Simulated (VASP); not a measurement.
GeS$_{2}$ (relaxed from the 2H-MoS2 structure, space group P6_3/mmc): computed properties

Method: PBEsol GGA, VASP's PBE PAW potentials (set 64) (plane waves; VASP 6.6.1).

```json
{
  "space_group": "P6_3/mmc (194)",
  "cell": "a = b = 3.4026 Å, c = 10.6815 Å, α = β = 90.00°, γ = 120.00°",
  "volume_per_atom": "17.85 Å^3/atom",
  "band gap (over mesh and band path)": "none (metal, semimetal or under 0.01 eV)",
  "density": "4.24 g/cm³"
}
```

GeS$_{2}$ is modelled in the hexagonal space group P6₃/mmc (No. 194), Pearson symbol hP6. Conventional cell: a = 3.4026 Å, b = 3.4026 Å, c = 10.6815 Å, α = 90.00°, β = 90.00°, γ = 120.00°. Ge on 2c has 6 S at 2.485 Å (trigonal prismatic). S on 4f sees 3 Ge at 2.485 Å (trigonal pyramidal). (Neighbours: up to the widest gap in distance over summed covalent radii, below 1.35, at either atom.)

Without a dispersion term in the relaxation, distances and binding between the weakly bound layers, chains or molecules are unreliable, and so is what depends on them.

The structure was generated: GeS2 was put into the 2H-MoS2 type (P6_3/mmc), which need not be its known phase. It was relaxed first, which changed the volume by +19 %. Symmetry was kept, so distortions that lower it aren't found.
